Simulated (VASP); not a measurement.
Runs of VASP 6.6.1 on SrMg3O4. Symmetry: P4/mmm, No. 123, tetragonal system. Conventional cell: a = 3.301 Å, b = 3.301 Å, c = 8.980 Å, α = 90.00°, β = 90.00°, γ = 90.00°. Around Sr (site symmetry 4/mmm) lie 6 O at 2.33 to 2.47 Å. Mg (site symmetry 4mm) is surrounded by 5 O at 2.04 to 2.33 Å. Mg (site symmetry 4/mmm) has 2 O at 2.02 Å as nearest neighbours. O (site symmetry 4/mmm) is surrounded by 6 Mg at 2.04 to 2.33 Å. O (site symmetry 4mm) has 1 Mg at 2.02 Å as nearest neighbours. O (site symmetry 4/mmm) has 4 Sr at 2.33 Å and 2 Mg at 2.45 Å as nearest neighbours. The cell comes from a database or a generator and needn't be the stable form of this composition.

```csv
task,level,potentials or basis,cell,k mesh,cutoff (eV),smearing,supercell matrix,temperature,mesh quality,gap on the mesh (eV),pressure (GPa),largest force (eV/Å)
single point,LDA,"VASP PAW LDA potentials, release 64 (Sr_sv, Mg_pv, O)",as given,8 × 8 × 3,520,gaussian 0.05 eV,-,-,not flagged,2.04,-8.0,(b)
single point,TPSS+D2,"VASP PAW PBE potentials, release 64 (Sr_sv_GW, Mg_sv_GW, O_GW)",as given,8 × 8 × 3,600,gaussian 0.05 eV,-,-,not flagged,2.28,(c),0.06
dielectric tensor,PW91+D3(BJ),"VASP PAW PBE potentials, release 64 (Sr_sv, Mg, O)",as given,8 × 8 × 3,520,fermi-dirac 0.02 eV,-,-,not flagged,(a),-,-
single point,vdW-DF,"VASP PAW PBE potentials, release 64 (Sr_sv, Mg, O)",as given,8 × 8 × 3,520,tetrahedron,-,-,not flagged,2.43,2.0,0.10
```

Alike in all rows: no spin polarisation.

Task: Fill in the values left out.

Result: (a) 2.18; (b) 0.17; (c) -8.4.

Caveats: an odd mesh through Γ misses points on the zone boundary, where band edges often lie; the PAW data sets were made with another functional, which shifts forces and pressure a little (some runs).

A k mesh can miss the band edges, and the runs leave out spin-orbit coupling on Sr.

The runs don't all hold the same shells in valence.

Runs at the PBE level aren't shown here.
